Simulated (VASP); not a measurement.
## Ca3SiSe: single point with PBE

The system is Ca3SiSe.

```
Si Se Ca
1.0
     5.86650    0.00000    0.00000
     0.00000    5.86650    0.00000
     0.00000    0.00000    5.86650
Si Se Ca
1 1 3
Direct
  0.00000 0.00000 0.00000
  0.50000 0.50000 0.50000
  0.50000 0.50000 0.00000
  0.50000 0.00000 0.50000
  0.00000 0.50000 0.50000
```

The cell comes from a database or a generator and needn't be the stable form of this composition.

```json
{
  "Program": "VASP 6.6.1",
  "Task": "single point",
  "Functional": "PBE",
  "Potentials or basis": "VASP PAW PBE potentials, release 64 (Si, Se, Ca_sv)",
  "Cutoff": "520 eV",
  "k mesh": "4 × 4 × 4",
  "Occupations": "gaussian, width 0.05 eV",
  "Spin": "no spin polarisation",
  "Dipole correction": "no",
  "Further INCAR settings": "ALGO = Normal; EDIFF = 1e-06; NBANDS = 28"
}
```

```yaml
Pressure: -5.1 GPa
Band_gap_on_the_k_mesh: none (metal or under the smearing width)
```

Levels at points of the mesh, in eV from the Fermi level:
```tsv
k point	band 18	band 19	band 20	band 21	band 22	band 23
(0.00, 0.00, 0.00)	-0.77	-0.01	-0.01	-0.01	0.14	0.14
(0.50, 0.00, 0.00)	-2.03	-0.55	-0.55	0.50	0.51	0.93
(0.50, 0.50, 0.00)	-1.23	-1.23	-0.39	0.44	0.84	0.84
(0.50, 0.50, 0.50)	-1.14	-1.14	-1.14	0.79	0.79	0.79
```

Run time: 57 s on 1 thread of Intel(R) Xeon(R) Platinum 8259CL CPU @ 2.50GHz (Skylake/Cascade Lake), with other jobs on the host, peak memory 0.34 GiB.
